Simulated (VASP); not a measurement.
Consider the following.

```xyz
4
Lattice="2.8118 0.0000 0.0000 -1.4059 2.4351 0.0000 0.0000 0.0000 4.8543" Properties=species:S:1:pos:R:3 pbc="T T T"
Ni     0.0000     0.0000     0.0000
Ni    -1.4059     2.4351     2.4272
N      0.0000     1.6234     1.2136
N      1.4059     0.8117     3.6407
```

All values below come from PBE GGA, VASP's PBE PAW potentials (set 64) (plane waves; VASP 6.6.1). Run with 520 eV cut-off, Gaussian smearing of 0.050 eV, potentials Ni N.

Task: Estimate the band gap (along the path) with the smallest direct gap where there is one.

Result: 
```yaml
band gap (along the path): none (metal, semimetal or under 0.01 eV)
```

Only differences to runs with the same potentials and settings are physical.

The structure was generated: NiN was put into the NiAs type type (P6_3/mmc), which need not be its known phase. It was relaxed first, which changed the volume by -8 %. The run is not spin-polarised, so no magnetic state was tried.
